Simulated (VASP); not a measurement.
# GW on AlN, part 5 of 5

How does the gap of AlN change from the starting functional to GW? The cell is of the wurtzite type, one of the forms listed for this formula. The start is a cell from a database of measured crystal structures.

VASP 6.6.1, plane waves and PAW; the level of theory is named at each step.

Still holding for the runs below: The k-mesh is coarse for exact exchange; levels may shift by about 0.1 eV on a finer one.

So far, quasiparticle gap on the mesh (eV): step 3 (G0W0, functional PBE, start PBE, G0W0 on PBE) 5.67; step 10 (G0W0, functional HSE with 0.16 exact exchange, start HSE with 0.16 exact …) 6.11; step 13 (G0W0, functional HSE with 0.25 exact exchange, start HSE with 0.25 exact …) 6.34; step 16 (G0W0, functional HSE with 0.33 exact exchange, start HSE with 0.33 exact …) 6.55; step 19 (G0W0, functional HSE with 0.42 exact exchange, start HSE with 0.42 exact …) 6.77.

The database entry behind the starting cell differs from later determinations by our own check (inner coordinate u about 0.002 short), so it need not match the best structure at ambient conditions.

## 20. Another starting point, functional HSE with 0.50 exact exchange

This step: HSE with 0.50 exact exchange; plane waves and PAW (Al_GW, N_GW) (VASP 6.6.1).

To see how much the result owes to its start, the ground state is made again with HSE with 0.50 exact exchange. A small SIGMA keeps every occupation at zero or full.

INCAR reads:

```
SYSTEM = AlN
PREC = Accurate
ENCUT = 450
EDIFF = 1E-08
NELM = 100
ISMEAR = 0
SIGMA = 0.01
LREAL = .FALSE.
ALGO = Normal
LHFCALC = .TRUE.
AEXX = 0.5
GGA = PE
LASPH = .TRUE.
NBANDS = 14
PRECFOCK = Fast
LORBIT = 11
LWAVE = .TRUE.
LCHARG = .FALSE.
KPAR = 2
HFSCREEN = 0.2
```

POSCAR reads:

```
AlN
1.0
    3.1130000000      0.0000000000      0.0000000000
   -1.5565000000      2.6959370820      0.0000000000
    0.0000000000      0.0000000000      4.9810000000
Al N
2 2
Direct
    0.6666666667      0.3333333333      0.5000000000
    0.3333333333      0.6666666667      0.0000000000
    0.6666666667      0.3333333333      0.8800000000
    0.3333333333      0.6666666667      0.3800000000
```

KPOINTS reads:

```
Automatic mesh
0
Gamma
3 3 2
0 0 0
```

The projector-augmented-wave data sets are Al_GW and N_GW (PBE family, release 64).

Started as:

```console
$ mpirun -np 8 vasp_std
```

Log:

```text
[... set-up lines as in an earlier step ...]
 entering main loop
       N       E                     dE             d eps       ncg     rms          rms(c)
DAV:   1    -0.401179407059E+02   -0.40118E+02   -0.16131E+00   192   0.146E+01    0.909E-01
DAV:   2    -0.401471060632E+02   -0.29165E-01   -0.64913E-02   240   0.244E+00    0.629E-01
DAV:   3    -0.401424181224E+02    0.46879E-02   -0.25617E-03   248   0.496E-01    0.362E-01
DAV:   4    -0.401403106763E+02    0.21074E-02   -0.59271E-04   264   0.313E-01    0.207E-01
[...]
DAV:  13    -0.401393327928E+02    0.36898E-07   -0.32625E-08   256   0.232E-03    0.140E-03
DAV:  14    -0.401393327814E+02    0.11436E-07   -0.10638E-08   176   0.146E-03    0.820E-04
DAV:  15    -0.401393327777E+02    0.36978E-08   -0.54671E-09   136   0.869E-04
   1 F= -.40139333E+02 E0= -.40139333E+02  d E =-.689019E-33
 writing wavefunctions
```

Wall time 17 s (8 MPI ranks of AMD EPYC 7R32 (Zen 2), shared host); peak memory 1.5 GiB.

Parts of OUTCAR (step 20):

```text
 POSITION                                       TOTAL-FORCE (eV/Angst)
 -----------------------------------------------------------------------------------
      1.55650      0.89865      2.49050         0.000000      0.000000     -0.189122
     -0.00000      1.79729      0.00000         0.000000      0.000000     -0.189122
      1.55650      0.89865      4.38328        -0.000000     -0.000000      0.189122
     -0.00000      1.79729      1.89278        -0.000000      0.000000      0.189122
 -----------------------------------------------------------------------------------
    total drift:                                0.000001     -0.000000     -0.008459

  FREE ENERGIE OF THE ION-ELECTRON SYSTEM (eV)
  ---------------------------------------------------
  free  energy   TOTEN  =       -40.1393327777 eV

  energy  without entropy=      -40.1393327777  energy(sigma->0) =      -40.13933278

[... 2 parts as in an earlier step ...]

[... 1 further part left out ...]
[key lines of the parts left out:]
E-fermi :   3.3185
```

## 21. Empty bands, functional HSE with 0.50 exact exchange

The next step needs empty bands that the ground-state run didn't converge, so the Hamiltonian is diagonalised exactly for NBANDS bands, in a single step. LOPTICS writes the k-derivatives of the orbitals (WAVEDER), which give the long-wavelength limit of the screening.

INCAR reads:

```
SYSTEM = AlN
PREC = Accurate
ENCUT = 450
ISMEAR = 0
SIGMA = 0.01
LREAL = .FALSE.
LHFCALC = .TRUE.
AEXX = 0.5
GGA = PE
LASPH = .TRUE.
NBANDS = 128
PRECFOCK = Fast
HFSCREEN = 0.2
ALGO = Exact
NELM = 1
LWAVE = .TRUE.
LCHARG = .FALSE.
LOPTICS = .TRUE.
NEDOS = 1000
CSHIFT = 0.1
```

POSCAR is that of step 20.

KPOINTS is that of step 20.

The WAVECAR or CHGCAR of an earlier step is read.

Started as:

```console
$ mpirun -np 8 vasp_std
```

Log:

```text
[... set-up lines as in an earlier step ...]
 entering main loop
       N       E                     dE             d eps       ncg     rms          rms(c)
DIA:   1    -0.401393327840E+02   -0.40139E+02    0.00000E+00     0   0.000E+00
   1 F= -.40139333E+02 E0= -.40139333E+02  d E =-.110155-101
 writing wavefunctions
 optical routines
 imaginary and real dielectric function
 recalculating local potential from charge density
 direction            1
 direction            2
 direction            3
```

Elapsed: 42 s, on 8 MPI ranks; peak memory 1.8 GiB; 4.4 min of CPU time.

From OUTCAR (step 21):

```text
 POSITION                                       TOTAL-FORCE (eV/Angst)
 -----------------------------------------------------------------------------------
      1.55650      0.89865      2.49050         0.000000      0.000000     -0.189126
     -0.00000      1.79729      0.00000         0.000000      0.000000     -0.189126
      1.55650      0.89865      4.38328        -0.000000      0.000000      0.189126
     -0.00000      1.79729      1.89278         0.000000     -0.000000      0.189126
 -----------------------------------------------------------------------------------
    total drift:                               -0.000000      0.000000     -0.008467

  FREE ENERGIE OF THE ION-ELECTRON SYSTEM (eV)
  ---------------------------------------------------
  free  energy   TOTEN  =       -40.1393327840 eV

  energy  without entropy=      -40.1393327840  energy(sigma->0) =      -40.13933278

[... 2 parts as in an earlier step ...]

[... 1 further part left out ...]
[key lines of the parts left out:]
E-fermi :   3.3865
```

## 22. G0W0, functional HSE with 0.50 exact exchange, start HSE with 0.50 exact exchange

This step: G0W0 on HSE with 0.50 exact exchange; plane waves and PAW (Al_GW, N_GW) (VASP 6.6.1).

G0W0 keeps orbitals and screening fixed and shifts each of the lowest NBANDSGW levels once.

INCAR reads:

```
SYSTEM = AlN
PREC = Accurate
ENCUT = 450
ISMEAR = 0
SIGMA = 0.01
LREAL = .FALSE.
LHFCALC = .TRUE.
AEXX = 0.5
GGA = PE
LASPH = .TRUE.
NBANDS = 128
PRECFOCK = Fast
HFSCREEN = 0.2
ALGO = EVGW0
NELMGW = 1
ENCUTGW = 120
NOMEGA = 64
NBANDSGW = 16
LWAVE = .FALSE.
LCHARG = .FALSE.
```

POSCAR is that of step 21.

KPOINTS is that of step 21.

The run starts from files that an earlier step left in the folder.

Started as:

```console
$ mpirun -np 8 vasp_std
```

Log:

```text
[banner, memory and clock lines left out]
running    8 mpi-ranks, on    1 nodes
[...]
[... a notice as in an earlier step ...]

 [... a notice as in an earlier step ...]

 LDA part: xc-table for (Slater+PW92), standard interpolation
 found WAVECAR, reading the header
 POSCAR, INCAR and KPOINTS ok, starting setup
[...]
reading WAVECAR
 the WAVECAR file was read successfully
 initial charge from wavefunction
 available memory per node:     15.93 GB, setting MAXMEM to     16313

 The Fermi energy was updated, please check that it is located mid-gap
 values below the HOMO (VB) or above the LUMO (CB) will cause erroneous energies
 E-fermi :   6.7896

 calculate exact exchange contribution
 the WAVEDER file was read successfully
energies w=
    0.000    0.000    0.837    0.000    1.672    0.000    2.504    0.000
    3.330    0.000    4.149    0.000    4.959    0.000    5.761    0.000
    6.552    0.000    7.333    0.000    8.102    0.000    8.861    0.000
[...]
total number of BLAS operations          8.62 Gflops
NQ=   2    0.3333    0.0000    0.0000,
|.........|.........|.........|.........|.........|.........|.........|.........
 performed        167000 updates of chi_q(r,r)
 total number of BLAS operations         23.04 Gflops
NQ=   3    0.3333    0.3333    0.0000,
|.........|.........|.........|.........|.........|.........|.........|.........
 performed        242000 updates of chi_q(r,r)
 total number of BLAS operations         33.09 Gflops
NQ=   4    0.0000    0.0000    0.5000,
|.........|.........|.........|.........|.........|.........|.........|.........
 performed        301000 updates of chi_q(r,r)
 total number of BLAS operations         39.46 Gflops
NQ=   5    0.3333    0.0000    0.5000,
|.........|.........|.........|.........|.........|.........|.........|.........
 performed        409000 updates of chi_q(r,r)
 total number of BLAS operations         52.78 Gflops
NQ=   6    0.3333    0.3333    0.5000,
|.........|.........|.........|.........|.........|.........|.........|.........
 performed        484000 updates of chi_q(r,r)
 total number of BLAS operations         60.63 Gflops
 resolving degeneracies of screened two electron integrals

 calculate QP shifts <psi_nk| G(iteration)W_0 |psi_nk>: iteration 1
 entering main loop
```

Wall time 11 s (8 MPI ranks); peak memory 1.6 GiB.

From OUTCAR (step 22):

```text
 QP shifts <psi_nk| G(iteration)W_0 |psi_nk>: iteration 1
 for sc-GW calculations column KS-energies equals QP-energies in previous step
 and V_xc(KS)=  KS-energies - (<T + V_ion + V_H > + <T+V_H+V_ion>^1  + <V_x>^1)
 k-point   1 :       0.0000    0.0000    0.0000
  band No.  KS-energies  QP-energies   sigma(KS)   V_xc(KS)     V^pw_x(r,r')   Z            occupation Imag(sigma)
    ...
      5       2.1634       2.6559     -17.7891     -18.3870     -20.8798       0.8237       2.0000       0.0738
      6       2.9519       3.4497     -18.1100     -18.7119     -21.1004       0.8270       2.0000       0.0693
      7       2.9519       3.4497     -18.1100     -18.7119     -21.1004       0.8270       2.0000       0.0693
      8       3.2359       3.7348     -18.0898     -18.6903     -20.9489       0.8309       2.0000       0.0653
      9      10.3432      10.6928     -10.7194     -11.1316      -6.9718       0.8479       0.0000      -0.0720
     10      12.9698      13.2460      -9.2555      -9.5798      -5.2090       0.8518       0.0000      -0.0752
     11      17.5948      17.7247     -11.2561     -11.4156      -6.4850       0.8142       0.0000      -0.1238
     12      17.6829      17.8382      -8.1922      -8.3754      -3.7802       0.8472       0.0000      -0.0907
    ...

[... 2 parts as in an earlier step ...]

[... 1 further part left out ...]
[key lines of the parts left out:]
E-fermi :   6.7896
```

GW takes the gap from 7.107 to 6.958 eV. That is +1293 meV against G0W0 on PBE. The value holds for 128 bands, ENCUTGW = 120 eV and this mesh, and isn't shown to be converged in them.

## 23. Summary

This step: GW series: G0W0 on PBE, G0W0 on HSE with 0.08 exact exchange, G0W0 on HSE with 0.16 exact exchange, G0W0 on HSE with 0.25 exact exchange, G0W0 on HSE with 0.33 exact exchange, G0W0 on HSE with 0.42 exact exchange, G0W0 on HSE with 0.50 exact exchange; plane waves and PAW (VASP 6.6.1).

This step runs nothing: it gathers the runs above.

G0W0 on a 3x3x2 mesh; cost is wall time times ranks on a shared host, with the step that makes the empty bands but not the self-consistent start. G0W0 series:

```
share of exact exchange  gap of the starting hybrid (eV)  quasiparticle gap (eV)  direct quasiparticle gap (eV)  cost (core minutes)
                      0                            4.197                   5.665                          5.665                 1.68
                   0.08                            4.642                   5.884                          5.884                 7.12
                   0.16                            5.097                   6.109                          6.109                 7.15
                   0.25                            5.618                   6.344                          6.344                 7.09
                   0.33                            6.088                   6.546                          6.546                 7.09
                   0.42                            6.624                   6.768                          6.768                 7.09
                    0.5                            7.107                   6.958                          6.958                 7.12
```

## 24. What came out

| Property | Result |
| --- | --- |
| G0W0 on PBE, 128 bands, ENCUTGW 120 eV, NOMEGA 64, mesh 3×3×2 | 4.197 → 5.665 eV |
| G0W0 on HSE with 0.08 exact exchange, 128 bands, ENCUTGW 120 eV, NOMEGA 64, mesh 3×3×2 | 4.642 → 5.884 eV |
| G0W0 on HSE with 0.16 exact exchange, 128 bands, ENCUTGW 120 eV, NOMEGA 64, mesh 3×3×2 | 5.097 → 6.109 eV |
| G0W0 on HSE with 0.25 exact exchange, 128 bands, ENCUTGW 120 eV, NOMEGA 64, mesh 3×3×2 | 5.618 → 6.344 eV |
| G0W0 on HSE with 0.33 exact exchange, 128 bands, ENCUTGW 120 eV, NOMEGA 64, mesh 3×3×2 | 6.088 → 6.546 eV |
| G0W0 on HSE with 0.42 exact exchange, 128 bands, ENCUTGW 120 eV, NOMEGA 64, mesh 3×3×2 | 6.624 → 6.767 eV |
| G0W0 on HSE with 0.50 exact exchange, 128 bands, ENCUTGW 120 eV, NOMEGA 64, mesh 3×3×2 | 7.107 → 6.958 eV |

What this shows: G0W0 gives a quasiparticle gap of 5.665 eV on the mesh, 1.47 eV over the PBE gap on the same mesh. One-shot gaps: 5.665 eV from PBE, 5.884 eV from HSE with 0.08 exact exchange, 6.109 eV from HSE with 0.16 exact exchange, 6.344 eV from HSE with 0.25 exact exchange, 6.546 eV from HSE with 0.33 exact exchange, 6.768 eV from HSE with 0.42 exact exchange and 6.958 eV from HSE with 0.50 exact exchange. The starting gaps span 2.91 eV and the one-shot gaps 1.29 eV. For each 0.1 of exact exchange the starting gap grows by 0.58 eV and the G0W0 gap by 0.26 eV (straight-line fits). The two lines cross at a share of 0.46, where G0W0 leaves the gap unchanged at these settings; a fuller basis would move that share. All hybrids screen the exact exchange as HSE06 does (HFSCREEN = 0.2) and differ in its share alone. Bands, response cutoff and mesh weren't tested for convergence, and band edges off the mesh aren't seen. On a mesh this coarse the value is a test of cost more than a converged gap. The atoms weren't relaxed and carry forces of up to 0.20 eV/Å at HSE with 0.08 exact exchange in the first static run, so the numbers belong to the given coordinates, and a relaxation would change them. Not tabulated here, as repeats of values shown or as unfit to read for their mesh, reference level or band range: eps2 curves (empty bands); eps1 curves and static values (empty bands); gaps (empty bands).

[Lines on the potential files, build, host, timing and source positions are cut from VASP's logs without a mark.]

[Logs are printed without paths, hosts, clocks, repeated set-up lines and the standing remarks that a program may print on its own settings, such as how far it seeks lower states.]

[Hosts, paths, dates, database ids (printed as entryN), source tags and the programs' standing remarks are cut or masked in the printed files.]

[Pressures printed for these runs are not shown converged in the cutoff: they can be off by several GPa and have the wrong sign.]
